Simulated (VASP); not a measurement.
Consider the following.

Space group F-43m (No. 216); a = b = c = 3.6407 Å, α = β = γ = 90.00°

```
atom  site  symmetry       x       y       z
----  ----  --------  ------  ------  ------
B       4a      -43m  0.0000  0.0000  0.0000
N       4d      -43m  0.7500  0.7500  0.7500
```
(The calculation used a cell of 2 atoms; values per cell refer to that cell.)

Computed with revPBE GGA, VASP's PBE PAW potentials (set 64) (plane waves; VASP). Run with 520 eV cut-off, 12×12×12 Γ-centred mesh, Gaussian smearing of 0.050 eV, potentials B N.

Q: Give the energy at these volumes per atom, relative to the lowest: 5.67, 5.85, 6.03, 6.21, 6.39 Å³.

A: 27.7, 6.8, 0.0, 5.6, 21.8 meV/atom. A third-order Birch-Murnaghan fit gives B0 = 363 GPa and B0′ = 3.7.

Measured: bulk modulus 410 GPa at 0 K (computed value off by -11.6 %), as given by Daniel Mejia-Rodriguez et al., Physical Review B (2018), arXiv:1807.09216 [0 K value with the zero-point phonon effect removed]; a 3.593 Å at 0 K (computed value off by +1.3 %), as given by Tamar Goldzak et al., The Journal of Chemical Physics (2022), arXiv:2208.04865 [corrected for zero-point motion].

The compound is BN in the zinc blende structure. It was relaxed first.
